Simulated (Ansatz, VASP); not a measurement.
One calculation of TaBi, two programs

INCAR

```
SYSTEM = TaBi
PREC = Accurate
ENCUT = 520
EDIFF = 1E-6
ISMEAR = -1
SIGMA = 0.08
LREAL = .False.
LASPH = .True.
NELM = 80
ALGO = Normal
ISIF = 2
LWAVE = .False.
LCHARG = .False.
NBANDS = 20
```

Contents of KPOINTS:

```
Automatic mesh
0
Gamma
  11 11 11
  0 0 0
```

POSCAR

```
TaBi
1.0
    0.0000000000      2.8506994206      2.8506994206
    2.8506994206      0.0000000000      2.8506994206
    2.8506994206      2.8506994206      0.0000000000
Ta Bi
1 1
Direct
    0.0000000000      0.0000000000      0.0000000000
    0.5000000000      0.5000000000      0.5000000000
```

Input for Ansatz:

```yaml
crystal:
  lattice:
    - [0.0, 2.8506994206, 2.8506994206]
    - [2.8506994206, 0.0, 2.8506994206]
    - [2.8506994206, 2.8506994206, 0.0]
  atoms:
    - { symbol: Ta, position: [0.0, 0.0, 0.0] }
    - { symbol: Bi, position: [0.5, 0.5, 0.5] }
kpoints:
  mp_grid: { grid: [11, 11, 11] }
  band_path:
    path:
      - [0.0, 0.0, 0.0]
      - [0.5, 0.0, 0.5]
      - [0.625, 0.25, 0.625]
      - [0.375, 0.375, 0.75]
      - [0.0, 0.0, 0.0]
      - [0.5, 0.5, 0.5]
      - [0.5, 0.25, 0.75]
      - [0.5, 0.0, 0.5]
    npoints: 8
scf:
  occupations: { method: fermi_dirac, width: 0.08 }
hamiltonian:
  xc: lda
  pseudopotentials: { kind: paw }
output:
  forces: true
  stress: true
  eigenvalues: true
  populations: true
  dos: { projected: true, de: 0.2, e_range: [-14, 8] }
```

Change from the starting cell: volume scaled by 1, PAW files.

Alike in both runs: task single point; functional LDA; k mesh 11 × 11 × 11; occupations fermi-dirac, width 0.08 eV; no spin polarisation.

```csv
,VASP,Ansatz
version,VASP 6.6.1,Ansatz 0.2.0
potentials or method,"VASP PAW LDA potentials, release 64 (Ta_pv, Bi_d)","PAW with Ansatz's default frozen-core files, scalar-relativistic"
plane-wave cutoff (eV),520,420
valence electrons in the cell,26,28
```

Ansatz gave:

* pressure (GPa): 0.0

Q: Which values does VASP return?

A: Pressure (GPa): 0.3.

The two sets of potentials don't hold the same shells in valence.

Caveats: spin-orbit coupling is left out, which moves the levels of the heavy elements.
